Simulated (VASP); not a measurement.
Data:

```
Sc
1.0
    1.65500    -2.86654     0.00000
    1.65500     2.86654     0.00000
    0.00000     0.00000     5.27000
Sc
2
Direct
  0.33333   0.66667   0.25000
  0.66667   0.33333   0.75000
```

The numbers are results of PBE GGA, VASP's PBE PAW potentials (set 64) (plane waves; VASP 6.6.1), not measurements. Run with 300 eV cut-off, 9×9×5 Γ-centred mesh, Fermi-Dirac smearing of 0.14 eV, potentials Sc_sv.

At this cut-off the stress carries a Pulay error, which pulls relaxed volumes low.

Task: The ions, cell shape and volume are relaxed. Predict the relaxed structure.

Result: 
```
Sc
1.0
    1.65440    -2.86551     0.00000
    1.65440     2.86551     0.00000
    0.00000     0.00000     5.18896
Sc
2
Cartesian
  1.65440   0.95517   1.29724
  1.65440  -0.95517   3.89172
```
Space group P6_3/mmc (194), at a tolerance of 0.03 Å.

Task: How do energy and volume change from the first to the last step?

Result: The energy (σ→0) changes by -3.2 meV/atom and the volume by -1.6 %, in 5 ionic steps.

The structure is a typed Sc crystal. This run relaxes it. Symmetry was kept, so distortions that lower it aren't found. The run is one of a series of settings (EDIFFG = -0.01, IBRION = 2, ISIF = 3, NSW = 50 against the base run), some of them coarse on purpose.
